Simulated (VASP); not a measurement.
VASP runs on BaS (space group Fm-3m) share one base input (HSE06 screened hybrid, plane waves, VASP's PBE PAW potentials (set 64)) and change the settings named in each case.

### KPOINTS
```
Regular mesh
0
gamma
5 5 5
0 0 0
```

### INCAR
```
SYSTEM = BaS
PREC = Accurate; ENCUT = 300; LREAL = F
LASPH = T; ISYM = 3
EDIFF = 1E-6; NELM = 100; ALGO = Normal
LMAXMIX = 4
ISMEAR = 0; SIGMA = 0.01
GGA = PE; LHFCALC = T; AEXX = 0.25
HFSCREEN = 0.2; PRECFOCK = Fast
ISIF = 2
LWAVE = F; LCHARG = F
```

File POSCAR:
```
BaS
6.5810220
  0.0000000000   0.5000000000   0.5000000000
  0.5000000000   0.0000000000   0.5000000000
  0.5000000000   0.5000000000   0.0000000000
Ba S
1 1
Cart
  0.0000000000   0.0000000000   0.0000000000
  0.5000000000   0.5000000000   0.5000000000
```

POTCAR, in this order: Ba_sv S (PBE.64 set). Program: vasp_std.

```csv
change,E(σ→0) (eV/atom),pressure (GPa)
base run,-5.7642,-2.62
"AEXX removed, HFSCREEN removed, ISYM removed, LHFCALC removed, PRECFOCK removed",-5.0828,-2.15
"HFRCUT = -1, HFSCREEN removed",-6.0348,-2.66
KPOINTS 2×2×2 Γ-centred mesh,-5.6845,-2.03
KPOINTS 3×3×3 Γ-centred mesh,-5.7551,-2.52
KPOINTS 4×4×4 Γ-centred mesh,-5.7632,-2.60
KPOINTS 6×6×6 Γ-centred mesh,-5.7644,-2.62
ENCUT = 270,-5.7641,-2.81
ENCUT = 240,-5.7654,-3.21
KPOINTS 2×2×2 Γ-centred mesh,-5.6845,-2.03
EDIFF = 1E-06,-5.7642,-2.62
```
 Energies of different potentials or functionals have different zeros.  Unless said otherwise, spin-orbit coupling is left out, though it shifts the bands of the heavy elements here.

Left out are runs that ran out of time, are held back, or changed the cell or the kind of run, fixed moments of cells without a moment, rows past the twelfth, gaps on odd meshes, pressures of charged cells and columns that move by less than the noise.

The structure comes from a computed database's BaS entry; how it stands against other phases isn't given here. The cell was not relaxed at this level, its lattice was scaled by up to 2.5 %.
